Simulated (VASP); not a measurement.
Input:

```xyz
6
Lattice="4.8519 0.0000 0.0000 0.0000 4.8519 0.0000 0.0000 0.0000 3.2928" Properties=species:S:1:pos:R:3 pbc="T T T"
Mn     0.0000     0.0000     3.2928
Mn     2.4260     2.4260     1.6464
F      1.4755     1.4755     3.2928
F      3.9014     0.9505     1.6464
F      0.9505     3.9014     1.6464
F      3.3765     3.3765     0.0000
```
Starting moments (μB, in the order of the record's atoms Mn Mn F F F F): 4.6 -4.6 0.0 0.0 0.0 0.0.

Method: SCAN meta-GGA, VASP's PBE PAW potentials (set 64) (plane waves; VASP). Settings: 520 eV cut-off, 5×5×8 Γ-centred mesh, tetrahedra with Blöchl corrections, potentials Mn_pv F.

The cores are frozen, which limits the accuracy of field gradients.

Question: Give the principal components of the electric field gradient (V/Å²) and the asymmetry η at each nucleus.

Answer: 
```
atom    Vxx    Vyy    Vzz     η
----  -----  -----  -----  ----
Mn1   -13.4  -11.8   25.1  0.06
Mn2   -13.4  -11.8   25.1  0.06
F3     39.2   17.9  -57.1  0.37
F4     39.2   17.9  -57.1  0.37
F5     39.2   17.9  -57.1  0.37
F6     39.2   17.9  -57.1  0.37
```

The compound is MnF2 in the rutile structure. It was relaxed first.
